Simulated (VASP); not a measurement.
These are PBEsol GGA, VASP's PBE PAW potentials (set 64) (plane waves; VASP) values and carry that method's errors.

Input for VASP

File POSCAR:
```
CdTe
1
    0.0000000000     3.2421477848     3.2421477848
    3.2421477848     0.0000000000     3.2421477848
    3.2421477848     3.2421477848     0.0000000000
Cd Te
1 1
Direct
  1.0000000000   1.0000000000   1.0000000000
  0.2500000000   0.2500000000   0.2500000000
```

KPOINTS:
```
Automatic
0
Gamma
 6 6 6
```

### INCAR
```
# general
SYSTEM  = CdTe
PREC    = Accurate
ENCUT   = 530
LREAL   = .FALSE.   # projection in real space or not
LASPH   = .TRUE.   # aspherical one-centre terms

# electronic loop
EDIFF   = 1E-7   # SCF stop (eV)
NELM    = 100
ALGO    = Normal   # blocked Davidson
LMAXMIX = 4

# smearing
ISMEAR  = 0   # Gaussian
SIGMA   = 0.05   # width (eV)

# functional
GGA     = PS   # PBEsol

# ions
IBRION  = 6   # finite differences
NSW     = 1   # most ionic steps
ISIF    = 3
POTIM   = 0.015   # step
NFREE   = 2

# output
LWAVE   = .FALSE.
LCHARG  = .FALSE.
```

POTCAR, in this order: Cd Te (PBE.64 set). Program: vasp_std.

What VASP printed:

**OUTCAR**
```
 ion  position               nearest neighbor table
   1  0.000  0.000  0.000-   2 2.81   2 2.81   2 2.81   2 2.81
   2  0.250  0.250  0.250-   1 2.81   1 2.81   1 2.81   1 2.81
  LATTYP: Found a face centered cubic cell.
 ALAT       =     6.4842955696
 Subroutine PRICEL returns:
 Original cell was already a primitive cell.
 Subroutine GETGRP returns: Found 24 space group operations
The static configuration has the point symmetry T_d .
The dynamic configuration has the point symmetry T_d .
 Subroutine INISYM returns: Found 24 space group operations
 Subroutine IBZKPT returns following result:
 Found     16 irreducible k-points:

 Following reciprocal coordinates:
            Coordinates               Weight
  0.000000  0.000000  0.000000      1.000000
  0.166667  0.000000  0.000000      8.000000
  0.333333  0.000000  0.000000      8.000000
  0.500000  0.000000  0.000000      4.000000
  0.166667  0.166667  0.000000      6.000000
  0.333333  0.166667  0.000000     24.000000
  0.500000  0.166667  0.000000     24.000000
 -0.333333  0.166667  0.000000     24.000000
 -0.166667  0.166667  0.000000     12.000000
...
```

### OUTCAR
```


 TOTAL ELASTIC MODULI (kBar)
 Direction    XX          YY          ZZ          XY          YZ          ZX
 --------------------------------------------------------------------------------
 XX         532.9059    365.3431    365.3431     -0.0000     -0.0000      0.0000
 YY         365.3431    532.9059    365.3431     -0.0000      0.0000     -0.0000
 ZZ         365.3431    365.3431    532.9059     -0.0000     -0.0000     -0.0000
 XY          -0.0000     -0.0000     -0.0000    196.1660      0.0000      0.0000
 YZ          -0.0000      0.0000     -0.0000      0.0000    196.1660      0.0000
 ZX           0.0000     -0.0000     -0.0000      0.0000      0.0000    196.1660
 --------------------------------------------------------------------------------
```
(Selected blocks of OUTCAR.)

The compound is CdTe in the zinc blende structure. It was relaxed first.
